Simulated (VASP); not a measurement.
Input for VASP

### INCAR
```
SYSTEM=MgS
PREC=Accurate; ENCUT=480; LREAL=.FALSE.
LASPH=.TRUE.
EDIFF=1E-7; NELM=100; ALGO=Normal
LMIXTAU=.TRUE.
ISMEAR=0; SIGMA=0.05
METAGGA=R2SCAN
ISIF=2
LWAVE=.FALSE.; LCHARG=.FALSE.
```

**POSCAR**
```
MgS
1
    0.0000000000     2.5957103933     2.5957103933
    2.5957103933     0.0000000000     2.5957103933
    2.5957103933     2.5957103933     0.0000000000
Mg S
1 1
Direct
  1.0000000000   0.0000000000   0.0000000000
  0.4807374505   0.5192625495   0.5192625495
```

File KPOINTS:
```
kpoints
0
gamma
8 8 8
0 0 0
```

POTCAR, in this order: Mg S (PBE.64 set). Program: vasp_std.

Task: Translate this r2SCAN calculation to Ansatz.

Result: One equivalent input (not run):
Ansatz 0.2 input:
```yaml
crystal:
  lattice:
    - [0.0000000, 2.5957104, 2.5957104]
    - [2.5957104, 0.0000000, 2.5957104]
    - [2.5957104, 2.5957104, 0.0000000]
  atoms:
    - { symbol: Mg, position: [1.0000000, 0.0000000, 0.0000000] }
    - { symbol: S, position: [0.4807375, 0.5192625, 0.5192625] }
kpoints:
  mp_grid: { grid: [8, 8, 8] }
hamiltonian:
  xc: r2scan
  pseudopotentials: { kind: paw }
scf:
  occupations: { method: gaussian, width: 0.05 }
  max_iter: 100
output: { forces: true, stress: true, eigenvalues: true }
```
Limits of the translation: each code has its own PAW files, so the cut-off isn't converted (ENCUT is set for VASP's; basis.ecutwfc is left out, and Ansatz then takes the one that its files recommend); Ansatz stops its SCF on the density residual and VASP on the energy change (EDIFF).

The compound is MgS in the rock salt structure. This cell was strained or had an atom moved on purpose.
